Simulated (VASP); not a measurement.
Input for VASP

### INCAR
```
SYSTEM = Sc
PREC = Accurate
ENCUT = 400
EDIFF = 1E-6
NELM = 100
ALGO = Normal
LREAL = .FALSE.
LASPH = .TRUE.
ISMEAR = 1
SIGMA = 0.1
GGA = PE
LMAXMIX = 4
LWAVE = .FALSE.
LCHARG = .FALSE.
ISIF = 2
```

File POSCAR:
```
Sc
1
    1.6881000000     2.9238750000     0.0000000000
    1.6881000000    -2.9238750000     0.0000000000
    0.0000000000     0.0000000000     5.3754000000
Sc
2
Direct
  0.6666670000   0.3333330000   0.2500000000
  0.3333330000   0.6666670000   0.7500000000
```

KPOINTS:
```
Automatic mesh
0
Gamma
9 9 5
0 0 0
```

POTCAR, in this order: Sc_sv (PBE.64 set). Program: vasp_std.

The resulting files:

### standard output
```
 -----------------------------------------------------------------------------
|                                                                             |
|     EEEEEEE  RRRRRR   RRRRRR   OOOOOOO  RRRRRR      ###     ###     ###     |
|     E        R     R  R     R  O     O  R     R     ###     ###     ###     |
|     E        R     R  R     R  O     O  R     R     ###     ###     ###     |
|     EEEEE    RRRRRR   RRRRRR   O     O  RRRRRR       #       #       #      |
|     E        R   R    R   R    O     O  R   R                               |
|     E        R    R   R    R   O     O  R    R      ###     ###     ###     |
|     EEEEEEE  R     R  R     R  OOOOOOO  R     R     ###     ###     ###     |
|                                                                             |
|     ERROR: the triple product of the basis vectors is negative exchange     |
|     two basis vectors                                                       |
|                                                                             |
|       ---->  I REFUSE TO CONTINUE WITH THIS SICK JOB ... BYE!!! <----       |
|                                                                             |
 -----------------------------------------------------------------------------
```

Read input and log: which fault does this run have?
(A) the lattice vectors form a left-handed set
(B) NBANDS is too small to hold all electrons
(C) IBRION is misspelt, so VASP ignores the line and takes its default
(D) LEPSILON was set with a meta-GGA

A, the lattice vectors form a left-handed set. VASP stops with an error: ERROR: the triple product of the basis vectors is negative exchange two basis vectors ----> I REFUSE TO CONTINUE WITH THIS SICK JOB ... BYE!!! <----

To mend it, correct POSCAR.
### POSCAR
```
Sc
1
    1.6881000000    -2.9238750000     0.0000000000
    1.6881000000     2.9238750000     0.0000000000
    0.0000000000     0.0000000000     5.3754000000
Sc
2
Direct
  0.3333330000   0.6666670000   0.2500000000
  0.6666670000   0.3333330000   0.7500000000
```
The mended run (PBE GGA, plane waves, VASP's PBE PAW potentials (set 64)) converges, and its OSZICAR ends with
```
   1 F= -.12451141E+02 E0= -.12450463E+02  d E =-.203451E-02
```

The compound is Sc in the hcp structure. The cell was not relaxed at this level.
